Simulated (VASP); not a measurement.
# A VASP study of In2Pt3 (PBEsol): structure first, properties next, part 3 of 7

What structure does In2Pt3 take at this level, and what are its properties? The start is a computed cell from the Materials Project.

VASP 6.6.1; PBEsol; plane waves and PAW (In_d, Pt).

Still holding for the runs below: The k-mesh is coarse for a metal.

So far. Step 2 (Full relaxation (PBEsol)): It ends with a largest force of 0.004 eV/Å and a pressure of -0.03 GPa. Step 3 (Second relaxation): It ends with a largest force of 0.002 eV/Å and a pressure of 0.00 GPa. The volume moved by only 0.04 %, so the volume is settled.

**4. Single point with fields (PBEsol)**

The relaxed cell gets a fresh self-consistent run, on a basis set for its own volume, to fix the density and to check the remaining stress.

INCAR

```
SYSTEM = In2Pt3
PREC = Accurate
ENCUT = 400
EDIFF = 1E-06
NELM = 100
ISMEAR = 1
SIGMA = 0.2
LREAL = .FALSE.
ALGO = Normal
GGA = PS
NBANDS = 138
LASPH = .TRUE.
LORBIT = 11
LWAVE = .FALSE.
LCHARG = .TRUE.
NCORE = 2
ISIF = 2
LELF = .TRUE.
LVHAR = .TRUE.
```

POSCAR

```
In2Pt3
1.0
    5.5731103376      0.0000000000      0.0000000000
   -2.7865551688      4.8264551304      0.0000000000
    0.0000000000      0.0000000000     13.7747212396
In Pt
8 12
Direct
    0.0000000000      0.0000000000      0.2500000000
    0.0000000000      0.0000000000      0.7500000000
    0.3333333300      0.6666666700      0.2500000000
    0.6666666700      0.3333333300      0.7500000000
    0.3333333300      0.6666666700      0.9160549550
    0.3333333300      0.6666666700      0.5839450450
    0.6666666700      0.3333333300      0.0839450450
    0.6666666700      0.3333333300      0.4160549550
    0.1657347159      0.3314694418      0.0895791287
    0.6685305582      0.8342652841      0.0895791287
    0.1657347159      0.8342652841      0.0895791287
    0.6685305582      0.8342652841      0.4104208713
    0.1657347159      0.3314694418      0.4104208713
    0.1657347159      0.8342652841      0.4104208713
    0.8342652841      0.6685305582      0.9104208713
    0.3314694418      0.1657347159      0.9104208713
    0.8342652841      0.1657347159      0.9104208713
    0.3314694418      0.1657347159      0.5895791287
    0.8342652841      0.6685305582      0.5895791287
    0.8342652841      0.1657347159      0.5895791287
```

KPOINTS

```
Automatic mesh
0
Gamma
4 4 2
0 0 0
```

PAW data sets: In_d and Pt (PBE family, release 64).

Launch:

```bash
> mpirun -np 8 vasp_std
```

Log:

```text
[banner, memory and clock lines left out]
running    8 mpi-ranks, on    1 nodes
 distrk:  each k-point on    8 cores,    1 groups
 distr:  one band on    2 cores,    4 groups

 POSCAR found type information on POSCAR InPt
 POSCAR found :  2 types and      20 ions
 [... a notice as in an earlier step ...]

 [... a notice as in an earlier step ...]

 LDA part: xc-table for (Slater+PW92), standard interpolation
|                                                                             |
|           W    W    AA    RRRRR   N    N  II  N    N   GGGG   !!!           |
|           W    W   A  A   R    R  NN   N  II  NN   N  G    G  !!!           |
|           W    W  A    A  R    R  N N  N  II  N N  N  G       !!!           |
|           W WW W  AAAAAA  RRRRR   N  N N  II  N  N N  G  GGG   !            |
|           WW  WW  A    A  R   R   N   NN  II  N   NN  G    G                |
|           W    W  A    A  R    R  N    N  II  N    N   GGGG   !!!           |
|                                                                             |
|     The number of bands has been changed from the values supplied in        |
|     The orbitals not found in the WAVECAR file will be initialized with     |
|     random numbers, which is usually adequate. For correlated               |
|     calculations, however, you should redo the groundstate calculation.     |
|     I found NBANDS = 138. Now, NBANDS = 140.                                |
|                                                                             |

 POSCAR, INCAR and KPOINTS ok, starting setup
 FFT: planning ... GRIDC
 FFT: planning ... GRID_SOFT
 FFT: planning ... GRID
 WAVECAR not read
 entering main loop
       N       E                     dE             d eps       ncg     rms          rms(c)
DAV:   1     0.264892666930E+04    0.26489E+04   -0.79603E+04  2240   0.176E+03
DAV:   2     0.382040111721E+03   -0.22669E+04   -0.21586E+04  2296   0.514E+02
DAV:   3    -0.774796567377E+02   -0.45952E+03   -0.41092E+03  2300   0.215E+02
DAV:   4    -0.121039599041E+03   -0.43560E+02   -0.41094E+02  2848   0.691E+01
DAV:   5    -0.122417131183E+03   -0.13775E+01   -0.13691E+01  3128   0.115E+01    0.349E+01
DAV:   6    -0.118129052583E+03    0.42881E+01   -0.11438E+01  2440   0.122E+01    0.160E+01
DAV:   7    -0.117311219720E+03    0.81783E+00   -0.15088E+00  3088   0.870E+00    0.581E+00
DAV:   8    -0.117235171991E+03    0.76048E-01   -0.54805E-01  2712   0.371E+00    0.135E+00
DAV:   9    -0.117230357446E+03    0.48145E-02   -0.59366E-02  3160   0.138E+00    0.872E-01
DAV:  10    -0.117229299274E+03    0.10582E-02   -0.94510E-03  2808   0.439E-01    0.254E-01
DAV:  11    -0.117229443231E+03   -0.14396E-03   -0.12629E-03  2416   0.194E-01    0.615E-02
DAV:  12    -0.117229448076E+03   -0.48445E-05   -0.16253E-04  3212   0.966E-02    0.300E-02
DAV:  13    -0.117229450797E+03   -0.27213E-05   -0.21922E-05  3168   0.206E-02    0.124E-02
DAV:  14    -0.117229452693E+03   -0.18956E-05   -0.38400E-06  1880   0.765E-03    0.424E-03
DAV:  15    -0.117229453017E+03   -0.32385E-06   -0.42080E-07  1536   0.431E-03
   1 F= -.11722945E+03 E0= -.11723188E+03  d E =0.726765E-02
```

It took 39 s on 8 MPI ranks of AMD EPYC 9R45, shared host; peak memory 1.2 GiB; 4.5 min of CPU time.

From OUTCAR (step 4):

```text
  LATTYP: Found a hexagonal cell.
 ALAT       =     5.5731103376
 C/A-ratio  =     2.4716397855

 Found      8 irreducible k-points:

   k-points           NKPTS =      8   k-points in BZ     NKDIM =      8   number of bands    NBANDS=    140

   ENCUT  =  400.0 eV  29.40 Ry    5.42 a.u.   9.09  9.09 22.46*2*pi/ulx,y,z

   NELECT =     224.0000    total number of electrons

 E-fermi :   9.4320

 k-point     1 :       0.0000    0.0000    0.0000
  band No.  band energies     occupation
    ...
    107       8.8261      2.00016
    108       9.0290      2.01521
    109       9.0290      2.01521
    110       9.3385      1.70371
    111       9.3385      1.70371
    112       9.5720      0.08044
    113       9.6705     -0.07058
    114       9.6712     -0.07065
    115       9.7538     -0.04530
    116       9.7547     -0.04490
    ...

 k-point     2 :       0.2500    0.0000    0.0000
  band No.  band energies     occupation
    ...
    108       8.5445      2.00000
    109       8.6704      2.00000
    110       8.8130      2.00011
    111       8.9062      2.00128
    112       9.0793      2.03174
    113       9.9278     -0.00255
    114      10.0278     -0.00021
    115      10.4331     -0.00000
    116      10.6106     -0.00000
    117      10.6582     -0.00000
    ...

  Total       -0.0160044     -0.0160044      0.0166812      0.0000000      0.0000000      0.0000000
  in kB       -0.0692057     -0.0692057      0.0721324      0.0000000      0.0000000      0.0000000
  external PRESSURE =      -0.0220930 kB  Pullay stress =       0.0000000 kB

  energy-cutoff  :      400.00
  volume of cell :      370.52
      direct lattice vectors                 reciprocal lattice vectors
     5.573110338  0.000000000  0.000000000     0.179433017  0.103595700  0.000000000
    -2.786555169  4.826455130  0.000000000     0.000000000  0.207191401  0.000000000
     0.000000000  0.000000000 13.774721240     0.000000000  0.000000000  0.072596750

 POSITION                                       TOTAL-FORCE (eV/Angst)
 -----------------------------------------------------------------------------------
      0.00000      0.00000      3.44368         0.000000      0.000000      0.000000
      0.00000      0.00000     10.33104         0.000000      0.000000      0.000000
     -0.00000      3.21764      3.44368         0.000000      0.000000      0.000000
      2.78656      1.60882     10.33104         0.000000      0.000000      0.000000
     -0.00000      3.21764     12.61840         0.000000      0.000000     -0.001498
     -0.00000      3.21764      8.04368         0.000000      0.000000      0.001498
      2.78656      1.60882      1.15632         0.000000      0.000000      0.001498
      2.78656      1.60882      5.73104         0.000000      0.000000     -0.001498
     -0.00000      1.59982      1.23393         0.000000     -0.001399     -0.002118
      1.40107      4.02654      1.23393         0.001212      0.000700     -0.002118
     -1.40107      4.02654      1.23393        -0.001212      0.000700     -0.002118
      1.40107      4.02654      5.65343         0.001212      0.000700      0.002118
     -0.00000      1.59982      5.65343         0.000000     -0.001399      0.002118
     -1.40107      4.02654      5.65343        -0.001212      0.000700      0.002118
      2.78656      3.22663     12.54079         0.000000      0.001399      0.002118
      1.38549      0.79991     12.54079        -0.001212     -0.000700      0.002118
      4.18762      0.79991     12.54079         0.001212     -0.000700      0.002118
      1.38549      0.79991      8.12129        -0.001212     -0.000700     -0.002118
      2.78656      3.22663      8.12129         0.000000      0.001399     -0.002118
      4.18762      0.79991      8.12129         0.001212     -0.000700     -0.002118
 -----------------------------------------------------------------------------------
    total drift:                               -0.000000      0.000000     -0.000000

  FREE ENERGIE OF THE ION-ELECTRON SYSTEM (eV)
  ---------------------------------------------------
  free  energy   TOTEN  =      -117.2294530168 eV

  energy  without entropy=     -117.2367206631  energy(sigma->0) =     -117.23187557

 total charge
# of ion       s       p       d       tot
------------------------------------------
    1        0.860   0.713   9.933  11.506
    2        0.860   0.713   9.933  11.506
    3        0.835   0.743   9.923  11.501
    4        0.835   0.743   9.923  11.501
    5        0.835   0.707   9.933  11.474
    6        0.835   0.707   9.933  11.474
    7        0.835   0.707   9.933  11.474
    8        0.835   0.707   9.933  11.474
    9        0.634   0.560   8.150   9.344
   10        0.634   0.560   8.150   9.344
   11        0.634   0.560   8.150   9.344
   12        0.634   0.560   8.150   9.344
   13        0.634   0.560   8.150   9.344
   14        0.634   0.560   8.150   9.344
   15        0.634   0.560   8.150   9.344
   16        0.634   0.560   8.150   9.344
   17        0.634   0.560   8.150   9.344
   18        0.634   0.560   8.150   9.344
   19        0.634   0.560   8.150   9.344
   20        0.634   0.560   8.150   9.344
--------------------------------------------------
tot         14.336  12.459 177.249 204.045

[... 4 parts as in an earlier step ...]

[... 6 further parts left out ...]
```

Numbers from this step:

```
SCF cycles : 15
bands      : 140
pressure   : -0.002209 GPa
```

Valence electrons inside each PAW sphere by angular momentum. Sphere charges, by row:

| atom | s (e) | p (e) | d (e) | tot (e) |
| --- | --- | --- | --- | --- |
| In1 | 0.86 | 0.713 | 9.933 | 11.51 |
| In2 | 0.86 | 0.713 | 9.933 | 11.51 |
| In3 | 0.835 | 0.743 | 9.923 | 11.5 |
| In4 | 0.835 | 0.743 | 9.923 | 11.5 |
| In5 | 0.835 | 0.707 | 9.933 | 11.47 |
| In6 | 0.835 | 0.707 | 9.933 | 11.47 |
| In7 | 0.835 | 0.707 | 9.933 | 11.47 |
| In8 | 0.835 | 0.707 | 9.933 | 11.47 |
| Pt9 | 0.634 | 0.56 | 8.15 | 9.344 |
| Pt10 | 0.634 | 0.56 | 8.15 | 9.344 |
| Pt11 | 0.634 | 0.56 | 8.15 | 9.344 |
| Pt12 | 0.634 | 0.56 | 8.15 | 9.344 |
| Pt13 | 0.634 | 0.56 | 8.15 | 9.344 |
| Pt14 | 0.634 | 0.56 | 8.15 | 9.344 |
| Pt15 | 0.634 | 0.56 | 8.15 | 9.344 |
| Pt16 | 0.634 | 0.56 | 8.15 | 9.344 |
| Pt17 | 0.634 | 0.56 | 8.15 | 9.344 |
| Pt18 | 0.634 | 0.56 | 8.15 | 9.344 |
| Pt19 | 0.634 | 0.56 | 8.15 | 9.344 |
| Pt20 | 0.634 | 0.56 | 8.15 | 9.344 |

Valence density in the ac plane at fractional y = 0.331, with atoms of In and Pt within 0.2 Å of it. It is the smooth field of the valence electrons, not physical close to the nuclei.

Ten steps, logarithmic in the rise over the least value, from '0' (0.02 × 1e0 e/Å³) to '9' (8.80 × 1e0 e/Å³), each cell a mean:
```
322233332222333
432345553323455
432245543323455
321223333333333
111111224665321
100001137998521
100011136897521
111112223444322
322234443223344
432345554323455
432234543223445
222223322222233
355543224665322
567764337998533
567764336898533
345542223443212
122221000000001
112110000000000
112211000000000
233321111111111
456653224665322
577764337998533
567654236897533
334432223443222
```
Columns run along a (5.6 Å), rows up along c (13.8 Å). Atoms in or near the plane, at fractional coordinates: In at (0.67, 0.75), In at (0.67, 0.08), In at (0.67, 0.42), Pt at (0.17, 0.09), Pt at (0.17, 0.41).

ELF in the ac plane at fractional y = 0.331, with atoms of In and Pt within 0.2 Å of it. It is the smooth field of the valence electrons, not physical close to the nuclei.

Ten even steps from '0' (0.03) to '9' (0.38), each cell a mean:
```
766667777666777
977789788777878
987799777667878
876678887667888
644456767656777
333334464002654
433334565113755
755567877777788
977789887667889
987799677667767
977789887777889
666666666556666
775687556556556
820059764002668
920069765103768
997898756776567
789986323443334
466653100000002
577764200111012
899987544555445
974589756656668
810049774002768
941278665103657
676776555665555
```
Columns run along a (5.6 Å), rows up along c (13.8 Å). Atoms in or near the plane, at fractional coordinates: In at (0.67, 0.75), In at (0.67, 0.08), In at (0.67, 0.42), Pt at (0.17, 0.09), Pt at (0.17, 0.41).

Electrostatic potential energy in the ac plane at fractional y = 0.331, with atoms of In and Pt within 0.2 Å of it. With pseudopotentials it is smooth inside the atoms' cores, unlike the true potential.

Ten even steps from '0' (-76 eV) to '9' (3 eV), each cell a mean:
```
999999999999999
899987679999866
899987679999866
999999999999999
999999997546899
999999983001599
999999984002699
999999998778999
999998889999988
799986568999766
899997779999877
999999999999999
976689997546899
621148983001599
631248984002699
976689998767999
999999999999999
999999999999999
999999999999999
999999999999999
854479997446899
620148983001599
742358984102699
988899998778999
```
Columns run along a (5.6 Å; values clipped at the 3rd and 97th percentile), rows up along c (13.8 Å). Atoms in or near the plane, at fractional coordinates: In at (0.67, 0.75), In at (0.67, 0.08), In at (0.67, 0.42), Pt at (0.17, 0.09), Pt at (0.17, 0.41).

In this run the pressure is 0.00 GPa, small enough to go on.

(Part 3 of 7 ends here.)

[Lines on the potential files, build, host, timing and source positions are cut from VASP's logs without a mark.]

[Logs are printed without paths, hosts, clocks, repeated set-up lines and the standing remarks that a program may print on its own settings, such as how far it seeks lower states.]

[Hosts, paths, dates, database ids (printed as entryN), source tags and the programs' standing remarks are cut or masked in the printed files.]

[A measured line is paired with the nearest computed mode of its activity, which favours agreement.]
